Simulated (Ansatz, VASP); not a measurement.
# Cross-check of Sn between VASP and Ansatz, part 3 of 3

Wanted: the spread between two codes on one cell, functional and k mesh. The cell is taken from a series of runs on this material, whose earlier steps may have relaxed, scaled, displaced or heated it; both programs get it as it stands.

VASP 6.6.1 and Ansatz 0.2.0.

So far: The structure; Ansatz: zone-centre phonons, PBEsol; VASP: zone-centre phonons, PBEsol.

## 3. VASP: zone-centre phonons, PBEsol (continued)

Level of this step: PBEsol; plane waves and PAW (Sn_d) (VASP).

Numbers of over 12 decimals in the logs are rounded to 6 here.

OUTCAR, selected parts (step 3):

```text
ion  position               nearest neighbor table
   1  0.502  0.502  0.498-   2 2.83   2 2.83   2 2.85   2 2.85
   2  0.748  0.748  0.752-   1 2.83   1 2.83   1 2.85   1 2.85

  LATTYP: Found a body centered orthorhombic cell.
 ALAT       =     4.6206091823
 B/A-ratio  =     1.0207502231
 C/A-ratio  =     1.4017486237

 Subroutine GETGRP returns: Found  4 space group operations
 (whereof  2 operations were pure point group operations)

The static configuration has the point symmetry C_1h.
 The point group associated with its full space group is C_2h.

   k-points           NKPTS =   1728   k-points in BZ     NKDIM =   1728   number of bands    NBANDS=     20

   dimension x,y,z NGX =    36 NGY =   36 NGZ =   36
   dimension x,y,z NGXF=    72 NGYF=   72 NGZF=   72

   ENCUT  =  500.0 eV  36.75 Ry    6.06 a.u.   8.43  8.43  8.60*2*pi/ulx,y,z

   NELECT =      28.0000    total number of electrons

 k-points in reciprocal lattice and weights: Points of the shifted mesh
   0.04166667  0.04166667  0.04166667       0.001
   0.04166667  0.04166667  0.12500000       0.001
   0.04166667  0.04166667  0.20833333       0.001
   0.04166667  0.04166667  0.29166667       0.001
   0.04166667  0.04166667  0.37500000       0.001
   0.04166667  0.04166667  0.45833333       0.001
   0.04166667  0.04166667  0.54166667       0.001
   0.04166667  0.04166667  0.62500000       0.001
   0.04166667  0.04166667  0.70833333       0.001
[...]
0.95833333  0.95833333  0.87500000       0.001
   0.95833333  0.95833333  0.95833333       0.001

 average (electrostatic) potential at core
       1-101.6164       2-101.6164

  Total       -0.2869058     -0.2869058     -0.0290518     -0.2588494     -0.0088013     -0.0088013
  in kB       -6.5131716     -6.5131716     -0.6595173     -5.8762527     -0.1998016     -0.1998023
  external PRESSURE =      -4.5619535 kB  Pullay stress =       0.0000000 kB

  energy-cutoff  :      500.00
  volume of cell :       70.58
      direct lattice vectors                 reciprocal lattice vectors
     0.033898229  3.301162315  3.238466281    -0.153033237  0.153033237  0.154394073
     3.301162315  0.033898229  3.238466281     0.153033237 -0.153033237  0.154394073
     3.335060545  3.335060545  0.000000000     0.149922316  0.149922316 -0.154394073

 POSITION                                       TOTAL-FORCE (eV/Angst)
 -----------------------------------------------------------------------------------
      3.33486      3.33486      3.24942        -0.000031     -0.000031     -0.001456
      5.00279      5.00279      4.84674         0.000031      0.000031      0.001456
 -----------------------------------------------------------------------------------
    total drift:                               -0.000000     -0.000000     -0.000000

 Eigenvectors and eigenvalues of the dynamical matrix
 ----------------------------------------------------

   1 f  =    5.400396 THz    33.931686 2PiTHz  180.137806 cm-1    22.334231 meV
             X         Y         Z           dx          dy          dz
      3.334860  3.334860  3.249422     0.498514    0.498514    0.054468
      5.002791  5.002791  4.846743    -0.498514   -0.498514   -0.054468

   2 f  =    5.357525 THz    33.662324 2PiTHz  178.707807 cm-1    22.156934 meV
             X         Y         Z           dx          dy          dz
      3.334860  3.334860  3.249422    -0.500000    0.500000   -0.000000
      5.002791  5.002791  4.846743     0.500000   -0.500000    0.000000

   3 f  =    5.212117 THz    32.748695 2PiTHz  173.857498 cm-1    21.555573 meV
             X         Y         Z           dx          dy          dz
      3.334860  3.334860  3.249422     0.038515    0.038515   -0.705006
      5.002791  5.002791  4.846743    -0.038515   -0.038515    0.705006

   4 f  =    0.000000 THz     0.000000 2PiTHz    0.000002 cm-1     0.000000 meV
             X         Y         Z           dx          dy          dz
      3.334860  3.334860  3.249422     0.695188   -0.127867   -0.019078
      5.002791  5.002791  4.846743     0.695188   -0.127867   -0.019078

   5 f/i=    0.000000 THz     0.000000 2PiTHz    0.000000 cm-1     0.000000 meV
             X         Y         Z           dx          dy          dz
      3.334860  3.334860  3.249422     0.128863    0.676939    0.158582
      5.002791  5.002791  4.846743     0.128863    0.676939    0.158582

   6 f/i=    0.000000 THz     0.000001 2PiTHz    0.000003 cm-1     0.000000 meV
             X         Y         Z           dx          dy          dz
      3.334860  3.334860  3.249422    -0.010413   -0.159385    0.688831
      5.002791  5.002791  4.846743    -0.010413   -0.159385    0.688831

 ELASTIC MODULI CONTR FROM IONIC RELAXATION (kBar)
 Direction    XX          YY          ZZ          XY          YZ          ZX
 --------------------------------------------------------------------------------
 XX          -0.3964     -0.1321      0.0852      1.8003     -9.3041      0.8329
 YY          -0.1321     -0.3964      0.0852      3.4310     -1.6344     -8.4744
 ZZ           0.0852      0.0852     -0.0293     -0.1942      1.8541      1.4227
 XY           1.8003      3.4310     -0.1942   -259.5256     -1.3004     -0.5361
 YZ          -9.3041     -1.6344      1.8541     -1.3004   -228.8756     46.6249
 ZX           0.8329     -8.4744      1.4227     -0.5361     46.6249   -238.7592
 --------------------------------------------------------------------------------
```

## 4. Side by side

Known differences besides the potentials themselves: the cutoff is 420 eV in Ansatz and 500 eV in VASP; Ansatz makes its cores anew for this functional, VASP keeps those of its PBE data sets. Total energies have different zeros and are not compared.

The two programs side by side:

| quantity | Ansatz | VASP | difference |
| --- | --- | --- | --- |
| optical mode 1 (cm⁻¹) | 172.1 | 173.9 | -1.02 % |
| optical mode 2 (cm⁻¹) | 178.9 | 178.7 | +0.09 % |
| optical mode 3 (cm⁻¹) | 180.7 | 180.1 | +0.31 % |

Modes are paired by rising frequency, not by their patterns, so a pair may set unlike modes beside each other; they are those without the splitting of longitudinal modes.

## 5. Results

```
r.m.s. difference of the optical zone-centre modes, each program's sorted by frequency (zone-centre phonons, PBEsol) : 1.1 cm⁻¹
difference in optical mode 1 (zone-centre phonons, PBEsol)                                                           : -1.0 %
```

The r.m.s. difference of the optical zone-centre modes, each program's sorted by frequency is 1.1 cm⁻¹ (zone-centre phonons, PBEsol). Among the rows given in per cent, the largest difference of the zone-centre phonons, PBEsol pair is in optical mode 1, -1.0 %. Such differences can come from data sets, numerical settings and the points named under the comparisons, not from the functional's error against experiment.

[Lines on the potential files, build, host, timing and source positions are cut from VASP's logs without a mark.]

[Logs are printed without paths, hosts, clocks, repeated set-up lines and the standing remarks that a program may print on its own settings, such as how far it seeks lower states.]

[Hosts, paths, dates, database ids (printed as entryN), source tags and the programs' standing remarks are cut or masked in the printed files.]
